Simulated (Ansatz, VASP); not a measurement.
# CePbSe3 in two plane-wave programs, part 2 of 2

Wanted: the spread between two codes on one cell, functional and k mesh. The cell is generated by rule, not measured, and may not be a known phase. The cell is taken from a series of runs on this material, whose earlier steps may have relaxed, scaled, displaced or heated it; both programs get it as it stands.

VASP 6.6.1 and Ansatz 0.2.0.

So far: Starting point; Ansatz: relaxation of cell and atoms, PBE, pair 1.

### Step 3. VASP: relaxation of cell and atoms, PBE, pair 1

Level of this step: PBE, no spin polarisation; plane waves and PAW (Pb_d, Ce, Se); invented cell (VASP).

The same cell, functional, mesh and smearing now go to VASP, with its own data sets.

Lines of VASP's logs that name or quote its potential files are left out, and so is its time.

The input, INCAR:

```
SYSTEM = CePbSe3
PREC = Accurate
ENCUT = 500
EDIFF = 1E-07
NELM = 200
ISMEAR = 0
SIGMA = 0.01
LREAL = .FALSE.
ALGO = Normal
GGA = PE
NBANDS = 28
LASPH = .TRUE.
LORBIT = 11
LWAVE = .FALSE.
LCHARG = .FALSE.
ISIF = 3
IBRION = 2
NSW = 80
EDIFFG = -0.005
GGA_COMPAT = .FALSE.
NELMIN = 4
EFERMI = MIDGAP
LMAXMIX = 6
KPAR = 2
```

The input, POSCAR:

```
CePbSe3
1.0
    5.5117990000      0.0000000000      0.0000000000
    0.0000000000      5.5117990000      0.0000000000
    0.0000000000      0.0000000000      5.5117990000
Pb Ce Se
1 1 3
Direct
    0.0000000000      0.0000000000      0.0000000000
    0.5000000907      0.5000000907      0.5000000907
    0.5000000907      0.5000000907      0.0000000000
    0.5000000907      0.0000000000      0.5000000907
    0.0000000000      0.5000000907      0.5000000907
```

The input, KPOINTS:

```
Automatic mesh
0
Gamma
6 6 6
0 0 0
```

The projector-augmented-wave data sets are Pb_d, Ce and Se (PBE family, release 64).

The run is started by

```console
$ mpirun -np 2 vasp_std
```

Numbers of over 12 decimals in the logs are rounded to 6 here.

Output:

```text
[banner, memory and clock lines left out]
running    2 mpi-ranks, on    1 nodes
 distrk:  each k-point on    1 cores,    2 groups
 distr:  one band on    1 cores,    1 groups

 POSCAR found type information on POSCAR PbCeSe
 POSCAR found :  3 types and       5 ions
 LDA part: xc-table for (Slater+PW92), standard interpolation
 POSCAR, INCAR and KPOINTS ok, starting setup
 FFT: planning ... GRIDC
 FFT: planning ... GRID_SOFT
 FFT: planning ... GRID
 WAVECAR not read
 entering main loop
       N       E                     dE             d eps       ncg     rms          rms(c)
DAV:   1     0.420707023843E+03    0.42071E+03   -0.18232E+04  1120   0.151E+03
DAV:   2     0.633437947975E+02   -0.35736E+03   -0.34030E+03  1224   0.354E+02
DAV:   3    -0.214364349820E+02   -0.84780E+02   -0.80733E+02  1684   0.165E+02
DAV:   4    -0.263916399196E+02   -0.49552E+01   -0.48920E+01  1316   0.443E+01
DAV:   5    -0.269223494258E+02   -0.53071E+00   -0.53005E+00  2112   0.118E+01    0.160E+01
DAV:   6    -0.257340790974E+02    0.11883E+01   -0.11326E+01  1596   0.180E+01    0.153E+01
DAV:   7    -0.249860848954E+02    0.74799E+00   -0.21749E+01  1660   0.371E+01    0.110E+01
DAV:   8    -0.249466917539E+02    0.39393E-01   -0.37631E+00  1936   0.838E+00    0.666E+00
DAV:   9    -0.243708485564E+02    0.57584E+00   -0.77340E-01  1532   0.572E+00    0.418E+00
DAV:  10    -0.240923328416E+02    0.27852E+00   -0.44475E-01  1980   0.387E+00    0.261E+00
DAV:  11    -0.240724783693E+02    0.19854E-01   -0.10845E-01  1844   0.103E+00    0.228E+00
DAV:  12    -0.240794173701E+02   -0.69390E-02   -0.38393E-02  1860   0.313E-01    0.230E+00
DAV:  13    -0.240011234345E+02    0.78294E-01   -0.12467E-01  1664   0.208E+00    0.133E+00
DAV:  14    -0.240270387953E+02   -0.25915E-01   -0.70691E-01  1680   0.481E+00    0.221E+00
[...]
DAV:  20    -0.239736960662E+02    0.99594E-04   -0.96402E-04  1840   0.177E-01    0.565E-02
DAV:  21    -0.239736677842E+02    0.28282E-04   -0.11815E-04  1836   0.687E-02    0.223E-02
DAV:  22    -0.239736739613E+02   -0.61771E-05   -0.18880E-05  1868   0.256E-02    0.235E-02
DAV:  23    -0.239736669977E+02    0.69636E-05   -0.32974E-05  1644   0.366E-02    0.123E-03
DAV:  24    -0.239736672518E+02   -0.25415E-06   -0.13341E-06  1868   0.473E-03    0.218E-03
DAV:  25    -0.239736673797E+02   -0.12785E-06   -0.57308E-07  1360   0.508E-03    0.234E-03
DAV:  26    -0.239736672375E+02    0.14218E-06   -0.23691E-07  1148   0.330E-03    0.335E-04
DAV:  27    -0.239736672235E+02    0.13948E-07   -0.66460E-08   932   0.177E-03
   1 F= -.23973667E+02 E0= -.23973667E+02  d E =-.239737E+02
 curvature:   0.00 expect dE= 0.000E+00 dE for cont linesearch  0.000E+00
 trial: gam= 0.00000 g(F)=  0.000E+00 g(S)=  0.586E-04 ort = 0.000E+00 (trialstep = 0.100E+01)
 search vector abs. value=  0.586E-04
 bond charge predicted
       N       E                     dE             d eps       ncg     rms          rms(c)
DAV:   1    -0.239746118596E+02   -0.94462E-03   -0.18374E-02  1492   0.137E+00    0.289E-01
DAV:   2    -0.239783358425E+02   -0.37240E-02   -0.38447E-02  1608   0.135E+00    0.699E-01
DAV:   3    -0.239737387338E+02    0.45971E-02   -0.26809E-02  1572   0.101E+00    0.836E-02
DAV:   4    -0.239736817604E+02    0.56973E-04   -0.68936E-04  1384   0.209E-01    0.227E-02
DAV:   5    -0.239736832182E+02   -0.14577E-05   -0.44611E-05  1888   0.366E-02    0.160E-02
DAV:   6    -0.239736831455E+02    0.72697E-07   -0.27221E-06  1680   0.102E-02    0.146E-02
DAV:   7    -0.239736826082E+02    0.53726E-06   -0.63346E-06  2016   0.116E-02    0.368E-03
DAV:   8    -0.239736832667E+02   -0.65845E-06   -0.17280E-06  2092   0.668E-03    0.260E-03
DAV:   9    -0.239736832058E+02    0.60832E-07   -0.22960E-07  1356   0.330E-03
   2 F= -.23973683E+02 E0= -.23973683E+02  d E =-.159823E-04
 trial-energy change:   -0.000016  1 .order   -0.000016   -0.000059    0.000027
 step:   0.6817(harm=  0.6817)  dis= 0.00000  next Energy=   -23.973687 (dE=-0.200E-04)
 reached required accuracy - stopping structural energy minimisation
```

From OUTCAR (step 3):

```text
ion  position               nearest neighbor table
   1  0.000  0.000  0.000-
   2  0.500  0.500  0.500-   3 2.76   4 2.76   5 2.76   3 2.76   4 2.76   5 2.76
   3  0.500  0.500  0.000-   2 2.76   2 2.76
   4  0.500  0.000  0.500-   2 2.76   2 2.76
   5  0.000  0.500  0.500-   2 2.76   2 2.76

  LATTYP: Found a simple cubic cell.
 ALAT       =     5.5117990000

 Subroutine GETGRP returns: Found 48 space group operations
 (whereof 48 operations were pure point group operations)

The static configuration has the point symmetry O_h .

 Found     20 irreducible k-points:

   k-points           NKPTS =     20   k-points in BZ     NKDIM =     20   number of bands    NBANDS=     28

   dimension x,y,z NGX =    40 NGY =   40 NGZ =   40
   dimension x,y,z NGXF=    80 NGYF=   80 NGZF=   80

   ENCUT  =  500.0 eV  36.75 Ry    6.06 a.u.  10.05 10.05 10.05*2*pi/ulx,y,z

   NELECT =      44.0000    total number of electrons

 k-points in reciprocal lattice and weights: Automatic mesh
   0.00000000  0.00000000  0.00000000       0.005
   0.16666667  0.00000000  0.00000000       0.028
   0.33333333  0.00000000  0.00000000       0.028
   0.50000000  0.00000000  0.00000000       0.014
   0.16666667  0.16666667  0.00000000       0.056
   0.33333333  0.16666667  0.00000000       0.111
   0.50000000  0.16666667  0.00000000       0.056
   0.33333333  0.33333333  0.00000000       0.056
   0.50000000  0.33333333  0.00000000       0.056
[...]
0.50000000  0.50000000  0.33333333       0.028
   0.50000000  0.50000000  0.50000000       0.005

 average (electrostatic) potential at core
       1 -95.8013       2 -80.6852       3 -54.2129       4 -54.2129       5 -54.2129

 E-fermi :   3.3134

 k-point     1 :       0.0000    0.0000    0.0000
  band No.  band energies     occupation
    ...
     18       2.0161      2.00000
     19       2.0161      2.00000
     20       2.3749      2.00000
     21       2.3749      2.00000
     22       2.3749      2.00000
     23       3.8849      0.00000
     24       4.2249      0.00000
     25       4.2249      0.00000
     26       4.2249      0.00000
     27       4.6960      0.00000
    ...

 k-point     2 :       0.1667    0.0000    0.0000
  band No.  band energies     occupation
    ...
     18       1.8924      2.00000
     19       1.9289      2.00000
     20       1.9413      2.00000
     21       2.3610      2.00000
     22       2.3610      2.00000
     23       3.8827      0.00000
     24       4.0968      0.00000
     25       4.0968      0.00000
     26       4.2124      0.00000
     27       4.3467      0.00000
    ...

 k-point     3 :       0.3333    0.0000    0.0000
  band No.  band energies     occupation
    ...
     18       1.6576      2.00000
     19       1.6576      2.00000
     20       1.8017      2.00000
     21       2.3623      2.00000
     22       2.3623      2.00000
     23       3.8019      0.00000
     24       3.8784      0.00000
     25       3.9844      0.00000
     26       3.9844      0.00000
     27       4.1928      0.00000
    ...

  Total        0.0210118      0.0210118      0.0210118      0.0000000     -0.0000000      0.0000000
  in kB        0.2013070      0.2013070      0.2013070      0.0000000     -0.0000000      0.0000000
  external PRESSURE =       0.2013070 kB  Pullay stress =       0.0000000 kB

  energy-cutoff  :      500.00
  volume of cell :      167.23
      direct lattice vectors                 reciprocal lattice vectors
     5.509406368 -0.000000000  0.000000000     0.181507758  0.000000000  0.000000000
    -0.000000000  5.509406368  0.000000000     0.000000000  0.181507758  0.000000000
    -0.000000000 -0.000000000  5.509406368    -0.000000000 -0.000000000  0.181507758

 POSITION                                       TOTAL-FORCE (eV/Angst)
 -----------------------------------------------------------------------------------
      0.00000      0.00000      0.00000        -0.000000     -0.000000      0.000000
      2.75470      2.75470      2.75470         0.000000      0.000000      0.000000
      2.75470      2.75470      0.00000        -0.000000     -0.000000      0.000000
      2.75470     -0.00000      2.75470        -0.000000      0.000000      0.000000
     -0.00000      2.75470      2.75470         0.000000      0.000000      0.000000
 -----------------------------------------------------------------------------------
    total drift:                               -0.001174     -0.001174     -0.001174

  FREE ENERGIE OF THE ION-ELECTRON SYSTEM (eV)
  ---------------------------------------------------
  free  energy   TOTEN  =       -23.9736832058 eV

  energy  without entropy=      -23.9736832058  energy(sigma->0) =      -23.97368321

 reached required accuracy - stopping structural energy minimisation

 total charge
# of ion       s       p       d       f       tot
--------------------------------------------------
    1        1.488   0.308   9.823   0.000  11.619
    2        2.047   5.740   0.906   1.036   9.729
    3        1.465   2.382   0.012   0.000   3.858
    4        1.465   2.382   0.012   0.000   3.858
    5        1.465   2.382   0.012   0.000   3.858
--------------------------------------------------
tot          7.929  13.193  10.765   1.036  32.922

[... 3 further parts left out ...]
```

CONTCAR:

```
CePbSe3
   1.00000000000000
     5.5094063676050036   -0.0000000000000000    0.0000000000000000
    -0.0000000000000000    5.5094063676050036    0.0000000000000000
    -0.0000000000000000   -0.0000000000000000    5.5094063676050036
  Pb              Ce              Se
     1     1     3
Direct
     0.0000000000000000    0.0000000000000000    0.0000000000000000
     0.5000000906999986    0.5000000906999986    0.5000000906999986
     0.5000000906999986    0.5000000906999986    0.0000000000000000
     0.5000000906999986    0.0000000000000000    0.5000000906999986
     0.0000000000000000    0.5000000906999986    0.5000000906999986
```

This run has no spin polarisation, so a moment on Ce, if there is one, isn't seen. Without U or exact exchange, f electrons of an open shell come out too delocalised.

### Step 4. Comparison

Known differences besides the potentials themselves: the data sets hold 74 valence electrons in Ansatz (on its PAW soft_1 files) and 44 in VASP; the cutoff is 420 eV in Ansatz and 500 eV in VASP; Ansatz adds a Pulay correction to the stress that steers its cell, VASP none. Total energies have different zeros and are not compared.

Both answers:

```
                                         quantity  Ansatz    VASP  difference
                                      volume (Å³)  167.45  167.23     +0.13 %
edge a after relaxation, in the typed setting (Å)   5.512   5.509     +0.04 %
```

### Step 5. Ansatz: relaxation of cell and atoms, PBE, pair 2

The relaxed volume is the usual yardstick between codes: in a stiff, nearly cubic crystal its relative difference is about their pressure difference at one cell divided by the bulk modulus. This pair takes another cell of the material, with 10 atoms against 5 for the pair before.

The cell is taken from a series of runs on this material, whose earlier steps may have relaxed, scaled, displaced or heated it; both programs get it as it stands.

The input, input.yaml:

```yaml
crystal:
  lattice:
    - [-3.7582033951, 3.7582033951, 5.5485891712]
    - [3.7582033951, -3.7582033951, 5.5485891712]
    - [3.7582033951, 3.7582033951, -5.5485891712]
  atoms:
    - { symbol: Pb, position: [0.75, 0.25, 0.5] }
    - { symbol: Pb, position: [0.25, 0.75, 0.5] }
    - { symbol: Ce, position: [0.0, 0.0, 0.0] }
    - { symbol: Ce, position: [0.5, 0.5, 0.0] }
    - { symbol: Se, position: [0.6581297085, 0.1581297085, 0.8162594171] }
    - { symbol: Se, position: [0.3418702915, 0.8418702915, 0.1837405829] }
    - { symbol: Se, position: [0.75, 0.75, 0.0] }
    - { symbol: Se, position: [0.25, 0.25, 0.0] }
    - { symbol: Se, position: [0.1581297085, 0.3418702915, 0.5] }
    - { symbol: Se, position: [0.8418702915, 0.6581297085, 0.5] }
kpoints:
  mp_grid: { grid: [4, 4, 4] }
hamiltonian:
  xc: pbe
  pseudopotentials: { kind: paw, azcp: { folder: soft_1 } }
scf:
  occupations: { method: fixed }
output:
  forces: true
  stress: true
  eigenvalues: true
relax:
  adjacent_minimum: "off"
  f_tol: 0.001
  max_steps: 60
  cell: { stress_tol: 0.01 }
```

The run is started by

```console
$ ansatz run input.yaml --threads 4 --pin off --max-ram 16384MiB --backend cpu --events-out ev --progress --plain --runs-dir out
```

Output:

```text
[...]
Crystal: 10 atoms, lattice volume = 313.475 Å³
Basis set: ecut = 420 eV, 6147 PW (Γ), exchange–correlation on 108×108×108 points (8 copies of the dense FFT grid, shifted against one another)
Bands: 89, of which v1, the nominal top of the filled ones, is band 74 counted from 1 (73 counted from 0)
Symmetry: 16 space group operations
[...]
k-points: 13 of 64
[...]
- { symbol: Pb, position: [0.250000, 0.75, 0.5] }
    - { symbol: Ce, position: [0, 0, 0] }
    - { symbol: Ce, position: [0.5, 0.5, 0] }
    - { symbol: Se, position: [0.658079, 0.158079, 0.816157] }
    - { symbol: Se, position: [0.341921, 0.841921, 0.183843] }
    - { symbol: Se, position: [0.75, 0.75, 0] }
    - { symbol: Se, position: [0.25, 0.25, 0] }
    - { symbol: Se, position: [0.158079, 0.341921, 0.5] }
    - { symbol: Se, position: [0.841921, 0.658079, 0.500000] }
[key lines of the parts left out:]
SCF converged after 6 iterations
Free energy (F): -69793.758829 eV
Fermi energy:    7.106759 eV
P = ⅓ Tr σ = -0.0018 GPa (-0.018 kbar)
```

### Step 6. VASP: relaxation of cell and atoms, PBE, pair 2

The same cell, functional and mesh now go to VASP, with its own data sets.

Edit INCAR of step 3 so:

```diff
@@ -10,3 +10,3 @@
 GGA = PE
-NBANDS = 28
+NBANDS = 54
 LASPH = .TRUE.
```

The input, POSCAR:

```
CePbSe3
1.0
   -3.7582030000      3.7582030000      5.5485890000
    3.7582030000     -3.7582030000      5.5485890000
    3.7582030000      3.7582030000     -5.5485890000
Pb Ce Se
2 2 6
Direct
    0.7500000451      0.2500000451      0.5000000000
    0.2500000451      0.7500000451      0.5000000000
    0.0000000000      0.0000000000      0.0000000000
    0.5000000000      0.5000000000      0.0000000000
    0.6581298296      0.1581296966      0.8162595262
    0.3418703034      0.8418703034      0.1837406069
    0.7500000451      0.7500000451      0.0000000000
    0.2500000451      0.2500000451      0.0000000000
    0.1581296966      0.3418703034      0.5000000000
    0.8418703034      0.6581296966      0.5000000000
```

The input, KPOINTS:

```
Automatic mesh
0
Gamma
4 4 4
0 0 0
```

The run is started by

```console
$ mpirun -np 2 vasp_std
```

Output:

```text
[banner, memory and clock lines left out]
running    2 mpi-ranks, on    1 nodes
[...]
LDA part: xc-table for (Slater+PW92), standard interpolation
 POSCAR, INCAR and KPOINTS ok, starting setup
[...]
entering main loop
       N       E                     dE             d eps       ncg     rms          rms(c)
DAV:   1     0.923300775612E+03    0.92330E+03   -0.35817E+04  1404   0.161E+03
DAV:   2     0.175847347513E+03   -0.74745E+03   -0.71647E+03  1426   0.398E+02
DAV:   3    -0.252249473204E+02   -0.20107E+03   -0.18780E+03  2050   0.199E+02
DAV:   4    -0.517285126368E+02   -0.26504E+02   -0.25564E+02  1864   0.666E+01
[...]
DAV:  24    -0.499496221618E+02    0.58681E-06   -0.12692E-06  1916   0.544E-03    0.822E-03
DAV:  25    -0.499496216893E+02    0.47252E-06   -0.19560E-06  1840   0.599E-03    0.368E-03
DAV:  26    -0.499496215987E+02    0.90634E-07   -0.63899E-07  1528   0.343E-03
   1 F= -.49949622E+02 E0= -.49949622E+02  d E =-.499496E+02
[...]
2 F= -.49949645E+02 E0= -.49949645E+02  d E =-.237615E-04
 trial-energy change:   -0.000024  1 .order   -0.000027   -0.000093    0.000038
 step:   0.6727(harm=  0.7079)  dis= 0.00005  next Energy=   -49.949652 (dE=-0.302E-04)
[...]
N       E                     dE             d eps       ncg     rms          rms(c)
DAV:   1    -0.499498129148E+02   -0.16749E-03   -0.32493E-03  1826   0.441E-01    0.118E-01
DAV:   2    -0.499506028994E+02   -0.78998E-03   -0.10003E-02  2114   0.450E-01    0.300E-01
DAV:   3    -0.499496467327E+02    0.95617E-03   -0.65276E-03  2184   0.354E-01    0.242E-02
DAV:   4    -0.499496548203E+02   -0.80876E-05   -0.24564E-04  1904   0.853E-02    0.153E-02
DAV:   5    -0.499496532038E+02    0.16166E-05   -0.13222E-05  2290   0.179E-02    0.100E-02
DAV:   6    -0.499496518889E+02    0.13149E-05   -0.42290E-06  1996   0.768E-03    0.352E-03
DAV:   7    -0.499496514503E+02    0.43853E-06   -0.11415E-06  1920   0.372E-03    0.190E-03
DAV:   8    -0.499496513416E+02    0.10869E-06   -0.13820E-07  1130   0.259E-03    0.155E-03
DAV:   9    -0.499496513051E+02    0.36521E-07   -0.13485E-07  1088   0.155E-03
   3 F= -.49949651E+02 E0= -.49949651E+02  d E =-.297064E-04
[...]
reached required accuracy - stopping structural energy minimisation
```

From OUTCAR (step 6):

```text
  Total       -0.0089300     -0.0089300      0.0284826      0.0000000      0.0000000      0.0000000
  in kB       -0.0456765     -0.0456765      0.1456873      0.0000000      0.0000000      0.0000000
  external PRESSURE =       0.0181115 kB  Pullay stress =       0.0000000 kB

 POSITION                                       TOTAL-FORCE (eV/Angst)
 -----------------------------------------------------------------------------------
      0.00000      3.75714      2.77373         0.000000      0.000000     -0.000000
      3.75714      0.00000      2.77373         0.000000     -0.000000     -0.000000
      0.00000      0.00000      0.00000         0.000000     -0.000000     -0.000000
      0.00000      0.00000      5.54745         0.000000      0.000000     -0.000000
      1.18819      4.94533      0.00000        -0.001996     -0.001996      0.000000
      2.56896     -1.18819      5.54745         0.001996      0.001996     -0.000000
      0.00000      0.00000      8.32118         0.000000      0.000000     -0.000000
      0.00000      0.00000      2.77373         0.000000     -0.000000     -0.000000
      2.56896      1.18819      0.00000         0.001996     -0.001996     -0.000000
      1.18819      2.56896      5.54745        -0.001996      0.001996     -0.000000
 -----------------------------------------------------------------------------------
    total drift:                               -0.000066     -0.000339      0.000610

  FREE ENERGIE OF THE ION-ELECTRON SYSTEM (eV)
  ---------------------------------------------------
  free  energy   TOTEN  =       -49.9496513051 eV

  energy  without entropy=      -49.9496513051  energy(sigma->0) =      -49.94965131

[... 1 part as in an earlier step ...]

[... 3 further parts left out ...]
[key lines of the parts left out:]
E-fermi :   3.6317
```

### Step 7. Comparison

What differs besides the data sets and the points named for the pairs above, as far as they apply: fixed occupations in Ansatz, narrow Gaussian smearing in VASP; the data sets hold 148 valence electrons in Ansatz (on its PAW soft_1 files) and 88 in VASP. Total energies have different zeros and are not compared.

The two programs side by side:

| quantity | Ansatz | VASP | difference |
| --- | --- | --- | --- |
| volume (Å³) | 313.47 | 313.23 | +0.08 % |
| edge a after relaxation, in the typed setting (Å) | 7.684 | 7.682 | +0.02 % |

### Step 8. Outcome

```
difference in volume (relaxation of cell and atoms, PBE, pair 1) : 0.13 %
difference in volume (relaxation of cell and atoms, PBE, pair 2) : 0.076 %
```

In words: The difference in volume is 0.13 % (relaxation of cell and atoms, PBE, pair 1), within the 1.2 % picked in this series as the mark of a large difference, as far as the stopping tolerances let one tell. The data sets hold unlike numbers of valence electrons (74 in Ansatz and 44 in VASP and 148 in Ansatz and 88 in VASP), so part of the differences comes from the potentials. 1 further run of this series is not shown here. Such differences can come from data sets, numerical settings and the points named under the comparisons, not from the functional's error against experiment.

[Lines on the potential files, build, host, timing and source positions are cut from VASP's logs without a mark.]

[Logs are printed without paths, hosts, clocks, repeated set-up lines and the standing remarks that a program may print on its own settings, such as how far it seeks lower states.]

[Hosts, paths, dates, database ids (printed as entryN), source tags and the programs' standing remarks are cut or masked in the printed files.]
